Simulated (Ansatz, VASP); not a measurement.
# HPbNO4: 3 runs at one level of theory

```
CELL_PARAMETERS angstrom
4.27531 -0.00040 0.00636
-2.08399 5.20775 -0.04907
-2.12377 -1.86574 4.91491
ATOMIC_POSITIONS crystal
H 0.99073 0.03330 0.90994
Pb 0.50274 0.81989 0.14287
N 0.00838 0.47408 0.50265
O 0.99816 0.92741 0.02877
O 0.19467 0.73435 0.60852
O 0.81673 0.35882 0.24556
O 0.01381 0.33121 0.65217
```

The cell comes from a database or a generator and needn't be the stable form of this composition.

Alike in all runs: task electric field gradients; functional PBE; k mesh 8 × 6 × 6; occupations fermi-dirac, width 0.05 eV; no spin polarisation; no spin-orbit coupling. Pressure is positive in compression and, in plane waves, holds the error of the finite cutoff, which Ansatz's Pulay term estimates and takes out.

```tsv
program and potentials	plane-wave cutoff (eV)	notes	band gap (eV)	pressure (GPa)
Ansatz, Ansatz PAW	420	Pulay term of +0.57 GPa included	2.82	0.02
Ansatz, PAW datasets made for the crystal	1020	-	2.82	-0.08
VASP, PBE PAW files H, N, O, Pb_d, 520 eV	520	-	2.79	0.60
```

Force on atom 6 (O), eV/Å:

```csv
program and potentials,x,y,z
"Ansatz, PAW datasets made for the crystal",0.002,0.008,0.049
"VASP, PBE PAW files H, N, O, Pb_d, 520 eV",-0.010,-0.037,-0.375
```

The band gap spans 2.79 (VASP, PBE PAW files H, N, O, Pb_d, 520 eV) to 2.82 eV (Ansatz, PAW datasets made for the crystal). The pressure spans -0.08 (Ansatz, PAW datasets made for the crystal) to 0.60 GPa (VASP, PBE PAW files H, N, O, Pb_d, 520 eV). Spin-orbit coupling, left out here, moves the band edges of heavy atoms. The gap is indirect and read on the mesh alone.

Differences between rows come from potentials, basis sets and numerical settings, since the functional is the same but for its coding. Runs on potential files found faulty are left out.
